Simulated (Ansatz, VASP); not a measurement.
## One calculation of Al2SiSe, two programs

```
CELL_PARAMETERS angstrom
4.64847 0.00000 0.00000
-2.32423 4.02569 0.00000
0.00000 0.00000 7.77673
ATOMIC_POSITIONS crystal
Al 0.66667 0.33333 0.08606
Al 0.33333 0.66667 0.91394
Al 0.33333 0.66667 0.58606
Al 0.66667 0.33333 0.41394
Si 0.66667 0.33333 0.75000
Si 0.33333 0.66667 0.25000
Se 0.00000 0.00000 0.50000
Se 0.00000 0.00000 0.00000
```

Change from the starting cell: species swapped into the ErSnPt2 type (P6_3/mmc, No. 194).

Alike in both runs: task relaxation of cell and atoms; functional PBE; k mesh 12 × 12 × 6; occupations gaussian, width 0.1 eV; no spin polarisation.

```csv
,VASP,Ansatz
version,VASP 6.6.1,Ansatz 0.2.0
potentials or method,"VASP PAW PBE potentials, release 64 (Al, Si, Se)","scalar-relativistic, plane waves, PAW"
plane-wave cutoff (eV),600,420
valence electrons in the cell,32,52
```

```tsv
	VASP	Ansatz	Ansatz less VASP
gap on the k mesh at the Fermi level, each at its own relaxed structure (eV)	none	none	-
relaxed volume (Å³/atom)	18.23	18.22	-0.007
relaxed cell length with the largest relative difference (Å)	4.650	4.649	-0.0015
```

A gap of «none» marks a metal or a gap that the smearing closes. The two sets of potentials don't hold the same shells in valence.

Caveats: the bands computed are all filled at some k points, so no gap is given.
